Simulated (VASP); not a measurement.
A run of VASP 6.6.1 is set up as follows.

Contents of INCAR:

```
SYSTEM = InW
PREC     = Accurate       ! precision mode
ENCUT    = 600            ! plane-wave cutoff, eV
EDIFF    = 1E-6           ! SCF threshold, eV
ISMEAR   = 0              ! smearing method
SIGMA    = 0.1            ! smearing width, eV
LREAL    = .FALSE.        ! projectors in reciprocal space
LASPH    = .TRUE.         ! aspherical terms in the spheres
NELM     = 100            ! most SCF steps
ALGO     = Fast           ! electronic algorithm
ISIF     = 3              ! what is computed and relaxed
LWAVE    = .FALSE.        ! write WAVECAR
LCHARG   = .FALSE.        ! write CHGCAR
GGA      = PE             ! functional
IBRION   = 2              ! ionic algorithm
NSW      = 100            ! ionic steps
EDIFFG   = -0.01          ! ionic threshold
```

KPOINTS

```
Automatic mesh
0
G
  16 16 16
  0 0 0
```

Contents of POSCAR:

```
InW
1.0
    3.3196693716      0.0000000000      0.0000000000
    0.0000000000      3.3196693716      0.0000000000
    0.0000000000      0.0000000000      3.3196693716
In W
1 1
Direct
    0.0000000000      0.0000000000      0.0000000000
    0.5000000000      0.5000000000      0.5000000000
```

Potentials or basis: VASP PAW PBE potentials, release 64 (In_d, W_sv).

Run with:

```sh
$ cat potpaw_PBE.64/In_d/POTCAR potpaw_PBE.64/W_sv/POTCAR > POTCAR
$ mpirun -np 1 vasp_std > vasp.out
```

(1) Predict the space group after relaxing (to 0.05 Å).

(2) Predict the relaxed cell.

## Answers

(1) Pm-3m (No. 221).

(2) a = 3.319 Å, b = 3.319 Å, c = 3.319 Å, α = 90.00°, β = 90.00°, γ = 90.00°.
